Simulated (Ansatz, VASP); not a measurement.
# TiClO: VASP beside Ansatz, part 2 of 2

Wanted: the spread between two codes on one cell, functional and k mesh. The cell is taken from a series of runs on this material, whose earlier steps may have relaxed, scaled, displaced or heated it; both programs get it as it stands.

VASP 6.6.1 and Ansatz 0.2.0.

So far: Set-up; Ansatz: single point, PBEsol, DFT+U, pair 1.

## 3. VASP: single point, PBEsol, DFT+U, pair 1

Level of this step: PBEsol, DFT+U (Ti d 3 eV), spin-polarised from an antiferromagnetic start; plane waves and PAW (Ti_sv, Cl, O) (VASP).

The same cell, functional, mesh and smearing now go to VASP, with its own data sets.

Lines of VASP's logs that name or quote its potential files are left out, and so is its time.

Contents of INCAR:

```
SYSTEM = TiClO
PREC = Accurate
ENCUT = 520
EDIFF = 1E-06
NELM = 200
ISMEAR = -1
SIGMA = 0.05
LREAL = .FALSE.
ALGO = Normal
GGA = PS
NBANDS = 34
ISPIN = 2
MAGMOM = 0.67 -0.67 0 -0 0.03 -0.03
LDAU = .TRUE.
LDAUTYPE = 2
LDAUL = 2 -1 -1
LDAUU = 3 0 0
LDAUJ = 0 0 0
LDAUPRINT = 1
LASPH = .TRUE.
LMAXMIX = 4
LORBIT = 11
LWAVE = .FALSE.
LCHARG = .FALSE.
ISIF = 2
GGA_COMPAT = .FALSE.
KPAR = 2
```

Contents of POSCAR:

```
TiClO
1.0
    3.3800000000      0.0000000000      0.0000000000
    0.0000000000      3.7900000000      0.0000000000
    0.0000000000      0.0000000000      8.0300000000
Ti Cl O
2 2 2
Direct
    0.0000000000      0.5000000000      0.1220000000
    0.5000000000      0.0000000000      0.8780000000
    0.5000000000      0.5000000000      0.3200000000
    0.0000000000      0.0000000000      0.6800000000
    0.5000000000      0.5000000000      0.9350000000
    0.0000000000      0.0000000000      0.0650000000
```

Contents of KPOINTS:

```
Automatic mesh
0
Gamma
8 8 4
0 0 0
```

PAW data sets: Ti_sv, Cl and O (PBE family, release 64).

Launch:

```
mpirun -np 2 vasp_std
```

Numbers of over 12 decimals in the logs are rounded to 6 here.

What it wrote:

```text
[banner, memory and clock lines left out]
running    2 mpi-ranks, on    1 nodes
 distrk:  each k-point on    1 cores,    2 groups
 distr:  one band on    1 cores,    1 groups

 POSCAR found type information on POSCAR TiClO
 POSCAR found :  3 types and       6 ions
|                                                                             |
|               ----> ADVICE to this user running VASP <----                  |
|                                                                             |
|     You enforced a specific xc type in the INCAR file but a different       |
|     [... a line on the potential file left out ...]
|     I HOPE YOU KNOW WHAT YOU ARE DOING!                                     |
|                                                                             |

 LDA part: xc-table for (Slater+PW92), standard interpolation
 POSCAR, INCAR and KPOINTS ok, starting setup
 FFT: planning ... GRIDC
 FFT: planning ... GRID_SOFT
 FFT: planning ... GRID
 WAVECAR not read
 entering main loop
       N       E                     dE             d eps       ncg     rms          rms(c)
DAV:   1     0.641340943299E+03    0.64134E+03   -0.24440E+04 10200   0.157E+03
DAV:   2     0.462072451798E+02   -0.59513E+03   -0.56751E+03 10910   0.467E+02
DAV:   3    -0.430672464173E+02   -0.89274E+02   -0.87827E+02 15060   0.170E+02
DAV:   4    -0.495684179655E+02   -0.65012E+01   -0.64629E+01 16102   0.421E+01
DAV:   5    -0.499431237845E+02   -0.37471E+00   -0.37458E+00 14164   0.795E+00    0.235E+01
DAV:   6    -0.404714005099E+02    0.94717E+01   -0.47569E+01 14402   0.585E+01    0.944E+00
DAV:   7    -0.408847085493E+02   -0.41331E+00   -0.64119E+00 12692   0.181E+01    0.692E+00
DAV:   8    -0.412989321830E+02   -0.41422E+00   -0.17950E+00 11328   0.720E+00    0.293E+00
DAV:   9    -0.414062623927E+02   -0.10733E+00   -0.25568E-01 12902   0.394E+00    0.196E+00
DAV:  10    -0.414629941601E+02   -0.56732E-01   -0.83015E-02 12260   0.223E+00    0.624E-01
DAV:  11    -0.414771802710E+02   -0.14186E-01   -0.12936E-02 13196   0.830E-01    0.253E-01
DAV:  12    -0.414772393265E+02   -0.59056E-04   -0.22529E-03 14686   0.369E-01    0.151E-01
DAV:  13    -0.414776447309E+02   -0.40540E-03   -0.35827E-04 12794   0.138E-01    0.743E-02
DAV:  14    -0.414777387742E+02   -0.94043E-04   -0.14943E-04 13644   0.883E-02    0.347E-02
DAV:  15    -0.414777688435E+02   -0.30069E-04   -0.43323E-05 12856   0.455E-02    0.131E-02
DAV:  16    -0.414777718971E+02   -0.30536E-05   -0.60527E-06 10524   0.161E-02    0.825E-03
DAV:  17    -0.414777733881E+02   -0.14910E-05   -0.36945E-06 10850   0.110E-02    0.418E-03
DAV:  18    -0.414777738957E+02   -0.50760E-06   -0.48326E-07  5560   0.468E-03
   1 F= -.41477774E+02 E0= -.41477774E+02  d E =-.253621E-06  mag=    -0.0000
```

Parts of OUTCAR (step 3):

```text
ion  position               nearest neighbor table
   1  0.000  0.500  0.122-   6 1.95   6 1.95   5 2.26   5 2.26   3 2.32   3 2.32
   2  0.500  0.000  0.878-   5 1.95   5 1.95   6 2.26   6 2.26   4 2.32   4 2.32
   3  0.500  0.500  0.320-   1 2.32   1 2.32
   4  0.000  0.000  0.680-   2 2.32   2 2.32
   5  0.500  0.500  0.935-   2 1.95   2 1.95   1 2.26   1 2.26
   6  0.000  0.000  0.065-   1 1.95   1 1.95   2 2.26   2 2.26

  LATTYP: Found a simple orthorhombic cell.
 ALAT       =     3.3800000000
 B/A-ratio  =     1.1213017751
 C/A-ratio  =     2.3757396450

 Subroutine GETGRP returns: Found  8 space group operations
 (whereof  4 operations were pure point group operations)

The static configuration has the point symmetry C_2v.
 The point group associated with its full space group is D_2h.

 Found     75 irreducible k-points:

   k-points           NKPTS =     75   k-points in BZ     NKDIM =     75   number of bands    NBANDS=     34

   dimension x,y,z NGX =    28 NGY =   28 NGZ =   60
   dimension x,y,z NGXF=    56 NGYF=   56 NGZF=  120

   ENCUT  =  520.0 eV  38.22 Ry    6.18 a.u.   6.28  7.05 14.93*2*pi/ulx,y,z

   NELECT =      50.0000    total number of electrons

 k-points in reciprocal lattice and weights: Automatic mesh
   0.00000000  0.00000000  0.00000000       0.004
   0.12500000  0.00000000  0.00000000       0.008
   0.25000000  0.00000000  0.00000000       0.008
   0.37500000  0.00000000  0.00000000       0.008
   0.50000000  0.00000000  0.00000000       0.004
   0.00000000  0.12500000  0.00000000       0.008
   0.12500000  0.12500000  0.00000000       0.016
   0.25000000  0.12500000  0.00000000       0.016
   0.37500000  0.12500000  0.00000000       0.016
[...]
o =  0.2093  v =  0.0000  0.0000  0.0000  0.0000  0.0000  0.0000  0.0000 -0.4650  0.0000 -0.8853      0.0000  0.0000  0.0000  0.0000  0.0000  0.0000  0.0000  0.0000  0.0000  0.0000
  o =  0.8531  v =  0.0000  0.0000  0.0000  0.0000  0.0000  0.0000  0.0000 -0.8853  0.0000  0.4650      0.0000  0.0000  0.0000  0.0000  0.0000  0.0000  0.0000  0.0000  0.0000  0.0000

 average (electrostatic) potential at core
       1 -77.0266       2 -77.0266       3 -91.7871       4 -91.7871       5 -71.3061
       6 -71.3061

 E-fermi :   5.1382

 spin component 1
 k-point     1 :       0.0000    0.0000    0.0000
  band No.  band energies     occupation
    ...
     21       1.1212      1.00000
     22       1.1537      1.00000
     23       1.4065      1.00000
     24       1.7447      1.00000
     25       3.6603      1.00000
     26       5.8110      0.00000
     27       6.8425      0.00000
     28       6.8809      0.00000
     29       7.2668      0.00000
     30       7.7601      0.00000
    ...

 k-point     2 :       0.1250    0.0000    0.0000
  band No.  band energies     occupation
    ...
     21       1.0316      1.00000
     22       1.1596      1.00000
     23       1.3992      1.00000
     24       1.4230      1.00000
     25       3.8719      1.00000
     26       5.8260      0.00000
     27       6.7805      0.00000
     28       7.0574      0.00000
     29       7.2101      0.00000
     30       7.6985      0.00000
    ...

 k-point     3 :       0.2500    0.0000    0.0000
  band No.  band energies     occupation
    ...
     21       1.1077      1.00000
     22       1.1184      1.00000
     23       1.2488      1.00000
     24       1.2810      1.00000
     25       4.1848      1.00000
     26       5.8821      0.00000
     27       6.5718      0.00000
     28       7.0429      0.00000
     29       7.4233      0.00000
     30       7.5305      0.00000
    ...

 k-point     4 :       0.3750    0.0000    0.0000
  band No.  band energies     occupation
    ...
     21       1.0423      1.00000
     22       1.1311      1.00000
     23       1.2529      1.00000
     24       1.3332      1.00000
     25       4.3591      1.00000
     26       5.9606      0.00000
     27       6.4052      0.00000
     28       6.8686      0.00000
     29       7.3042      0.00000
     30       7.7026      0.00000
    ...

 k-point     5 :       0.5000    0.0000    0.0000
  band No.  band energies     occupation
    ...
     21       1.0676      1.00000
     22       1.0852      1.00000
     23       1.3343      1.00000
     24       1.3519      1.00000
     25       4.3994      1.00000
     26       5.9948      0.00000
     27       6.3446      0.00000
     28       6.8288      0.00000
     29       7.1656      0.00000
     30       7.8650      0.00000
    ...

 k-point     6 :       0.0000    0.1250    0.0000
  band No.  band energies     occupation
    ...
     21       0.8450      1.00000
     22       1.0415      1.00000
     23       1.4805      1.00000
     24       1.5853      1.00000
     25       3.6763      1.00000
     26       6.0553      0.00000
     27       6.8412      0.00000
     28       6.9224      0.00000
     29       6.9538      0.00000
     30       7.4453      0.00000
    ...

  Total        4.5812659      2.2658484      3.4001186      0.0000000      0.0000000      0.0000000
  in kB       71.3550348     35.2914892     52.9581968      0.0000000      0.0000000      0.0000000
  external PRESSURE =      53.2015736 kB  Pullay stress =       0.0000000 kB

  energy-cutoff  :      520.00
  volume of cell :      102.87
      direct lattice vectors                 reciprocal lattice vectors
     3.380000000  0.000000000  0.000000000     0.295857988  0.000000000  0.000000000
     0.000000000  3.790000000  0.000000000     0.000000000  0.263852243  0.000000000
     0.000000000  0.000000000  8.030000000     0.000000000  0.000000000  0.124533001

 POSITION                                       TOTAL-FORCE (eV/Angst)
 -----------------------------------------------------------------------------------
      0.00000      1.89500      0.97966         0.000000      0.000000     -1.362712
      1.69000      0.00000      7.05034         0.000000      0.000000      1.362712
      1.69000      1.89500      2.56960         0.000000      0.000000      1.272546
      0.00000      0.00000      5.46040         0.000000      0.000000     -1.272546
      1.69000      1.89500      7.50805         0.000000      0.000000      0.558528
      0.00000      0.00000      0.52195         0.000000      0.000000     -0.558528
 -----------------------------------------------------------------------------------
    total drift:                                0.000000      0.000000      0.000000

  FREE ENERGIE OF THE ION-ELECTRON SYSTEM (eV)
  ---------------------------------------------------
  free  energy   TOTEN  =       -41.4777738957 eV

  energy  without entropy=      -41.4777736421  energy(sigma->0) =      -41.47777377

 total charge
# of ion       s       p       d       tot
------------------------------------------
    1        2.183   6.198   1.817  10.198
    2        2.183   6.198   1.817  10.198
    3        1.591   3.566   0.000   5.157
    4        1.591   3.566   0.000   5.157
    5        1.557   3.506   0.000   5.063
    6        1.557   3.506   0.000   5.063
--------------------------------------------------
tot         10.664  26.539   3.635  40.837

 magnetization (x)
# of ion       s       p       d       tot
------------------------------------------
    1        0.009   0.007   0.876   0.892
    2       -0.009  -0.007  -0.876  -0.892
    3       -0.001  -0.003   0.000  -0.004
    4        0.001   0.003   0.000   0.004
    5        0.001   0.029   0.000   0.031
    6       -0.001  -0.029   0.000  -0.031
--------------------------------------------------
tot          0.000   0.000   0.000   0.000

[... 1 further part left out ...]
```

The magnetic state follows from one typed start and may not be the lowest.

## 4. Side by side

Known differences besides the potentials themselves: VASP starts from the moments at which Ansatz ended; U acts on the PAW sphere in VASP and on atomic orbitals in Ansatz, so only states and trends compare; the cutoff is 420 eV in Ansatz and 520 eV in VASP; Ansatz makes its cores anew for this functional, VASP keeps those of its PBE data sets; site moments are counted in spheres of each program's own size. Total energies have different zeros and are not compared.

The two programs side by side:

```
          quantity  Ansatz   VASP  difference
moment on Ti1 (μB)    0.67   0.89       -0.22
moment on Ti2 (μB)   -0.67  -0.89       +0.22
```

## 5. Ansatz: single point, PBEsol, DFT+U, pair 2

A single point takes one fixed geometry, so differences don't come from the geometry; what else differs is listed under the comparison.

The cell is taken from a series of runs on this material, whose earlier steps may have relaxed, scaled, displaced or heated it; both programs get it as it stands.

Contents of input.yaml:

```yaml
crystal:
  lattice:
    - [3.38, 0.0, 0.0]
    - [0.0, 3.79, 0.0]
    - [0.0, 0.0, 8.03]
  atoms:
    - { symbol: Ti, position: [0.0, 0.5, 0.122], spin: 1.0 }
    - { symbol: Ti, position: [0.5, 0.0, 0.878], spin: 1.0 }
    - { symbol: Cl, position: [0.5, 0.5, 0.32] }
    - { symbol: Cl, position: [0.0, 0.0, 0.68] }
    - { symbol: O, position: [0.5, 0.5, 0.935] }
    - { symbol: O, position: [0.0, 0.0, 0.065] }
magnetization:
  spin_polarized: true
kpoints:
  mp_grid: { grid: [8, 8, 4] }
hamiltonian:
  xc: pbesol
  hubbard:
    projectors: ortho-atomic
    sites: [{ species: Ti, l: d, u_eff: 3.0 }]
  pseudopotentials: { kind: paw, azcp: { folder: soft_1 }, xc_functional: pbe }
scf:
  occupations: { method: fermi_dirac, width: 0.05 }
  max_iter: 120
  convergence: { dr2_threshold: 1.0e-08 }
output:
  write_density: true
  write_potential: true
  elf: true
  volumetric_format: npy
```

Launch:

```
ansatz run input.yaml --threads 2 --pin off --max-ram 5632MiB --backend cpu --events-out ev --progress --plain --runs-dir out
```

What it wrote:

```text
[...]
Crystal: 6 atoms, lattice volume = 102.866 Å³
Basis set: ecut = 420 eV, 2029 PW (Γ)
Bands: 32, of which v1, the nominal top of the filled ones, is band 25 counted from 1 (24 counted from 0)
Symmetry: 8 space group operations
[...]
k-points: 75 of 256
[...]
Starting moments: Σ|m| = 2 μB on 2 of 6 sites
[...]
k-point 0 ↑: bands = [... 21 lower, 3.8474, 4.0778, 4.4570, 5.8654, 5.9037, 8.2892, 9.1023, 9.8293, ... 3 higher]
  k-point 1 ↑: bands = [... 21 lower, 3.8490, 3.8579, 4.4391, 5.8609, 5.9371, 8.2894, 9.1021, 9.8006, ... 3 higher]
  k-point 2 ↑: bands = [... 21 lower, 3.8316, 3.8676, 4.4204, 5.8647, 5.9586, 8.2896, 9.1018, 9.7794, ... 3 higher]
  k-point 74 ↓: bands = [... 21 lower, 3.1286, 3.7233, 3.7233, 9.4345, 9.4345, 10.1577, 10.1577, 11.0832, ... 3 higher]
Occupation matrices written to <dir>
[key lines of the parts left out:]
SCF converged after 17 iterations
Magnetization: 2.0000 μB (26.0000 up, 24.0000 down)
Free energy (F): -8195.826146 eV
Fermi energy:    7.509034 eV
```

## 6. VASP: single point, PBEsol, DFT+U, pair 2

The same cell, functional, mesh and smearing now go to VASP, with its own data sets.

Edit INCAR of step 3 so:

```diff
@@ -10,5 +10,5 @@
 GGA = PS
-NBANDS = 34
+NBANDS = 35
 ISPIN = 2
-MAGMOM = 0.67 -0.67 0 -0 0.03 -0.03
+MAGMOM = 0.67 0.67 0 0 -0.02 -0.02
 LDAU = .TRUE.
```

POSCAR is that of step 3.

KPOINTS is that of step 3.

Launch:

```
mpirun -np 2 vasp_std
```

What it wrote:

```text
[banner, memory and clock lines left out]
running    2 mpi-ranks, on    1 nodes
[...]
[... a notice as in an earlier step ...]

 LDA part: xc-table for (Slater+PW92), standard interpolation
 POSCAR, INCAR and KPOINTS ok, starting setup
[...]
entering main loop
       N       E                     dE             d eps       ncg     rms          rms(c)
DAV:   1     0.640085023613E+03    0.64009E+03   -0.23850E+04 10500   0.150E+03
DAV:   2     0.450508444867E+02   -0.59503E+03   -0.56514E+03 11190   0.457E+02
DAV:   3    -0.430995676634E+02   -0.88150E+02   -0.86613E+02 15258   0.167E+02
DAV:   4    -0.496327630980E+02   -0.65332E+01   -0.64992E+01 16743   0.413E+01
[...]
DAV:  16    -0.414768778733E+02   -0.22511E-05   -0.52188E-06 11435   0.144E-02    0.726E-03
DAV:  17    -0.414768796578E+02   -0.17845E-05   -0.39330E-06 10306   0.122E-02    0.459E-03
DAV:  18    -0.414768799944E+02   -0.33659E-06   -0.30946E-07  6560   0.417E-03
   1 F= -.41476880E+02 E0= -.41476880E+02  d E =-.922121E-06  mag=     2.0001
```

OUTCAR, selected parts (step 6):

```text
  Total        4.5791232      2.2946005      3.3990322      0.0000000      0.0000000      0.0000000
  in kB       71.3216624     35.7393132     52.9412762      0.0000000      0.0000000      0.0000000
  external PRESSURE =      53.3340839 kB  Pullay stress =       0.0000000 kB

 POSITION                                       TOTAL-FORCE (eV/Angst)
 -----------------------------------------------------------------------------------
      0.00000      1.89500      0.97966         0.000000      0.000000     -1.340904
      1.69000      0.00000      7.05034         0.000000      0.000000      1.340904
      1.69000      1.89500      2.56960         0.000000      0.000000      1.272336
      0.00000      0.00000      5.46040         0.000000      0.000000     -1.272336
      1.69000      1.89500      7.50805         0.000000      0.000000      0.596200
      0.00000      0.00000      0.52195         0.000000      0.000000     -0.596200
 -----------------------------------------------------------------------------------
    total drift:                                0.000000      0.000000      0.000000

  FREE ENERGIE OF THE ION-ELECTRON SYSTEM (eV)
  ---------------------------------------------------
  free  energy   TOTEN  =       -41.4768799944 eV

  energy  without entropy=      -41.4768790722  energy(sigma->0) =      -41.47687953

 magnetization (x)
# of ion       s       p       d       tot
------------------------------------------
    1        0.009   0.007   0.883   0.898
    2        0.009   0.007   0.883   0.898
    3       -0.001  -0.004   0.000  -0.005
    4       -0.001  -0.004   0.000  -0.005
    5       -0.001  -0.016   0.000  -0.017
    6       -0.001  -0.016   0.000  -0.017
--------------------------------------------------
tot          0.014  -0.027   1.765   1.752

[... 1 part as in an earlier step ...]

[... 2 further parts left out ...]
[key lines of the parts left out:]
E-fermi :   5.0698
```

The run ends at a pressure of 5.33 GPa, with forces up to 1.3 eV/Å.

## 7. Differences

Both answers:

```
          quantity  Ansatz  VASP  difference
 total moment (μB)    2.00  2.00        0.00
moment on Ti1 (μB)    0.68  0.90       -0.22
moment on Ti2 (μB)    0.68  0.90       -0.22
```

## 8. Summary of results

```yaml
difference_in_moment_on_ti1_single_point_pbesol_dft_u_pair_1: -0.22 μB
difference_in_total_moment_single_point_pbesol_dft_u_pair_2: -1.0e-4 μB
```

In words: The difference in moment on Ti1 is -0.22 μB (single point, PBEsol, DFT+U, pair 1). Pairs 1 and 2 hold one cell, so they aren't independent. How closely two codes agree says nothing of how well the functional describes the real material.

[Lines on the potential files, build, host, timing and source positions are cut from VASP's logs without a mark.]

[Logs are printed without paths, hosts, clocks, repeated set-up lines and the standing remarks that a program may print on its own settings, such as how far it seeks lower states.]

[Hosts, paths, dates, database ids (printed as entryN), source tags and the programs' standing remarks are cut or masked in the printed files.]
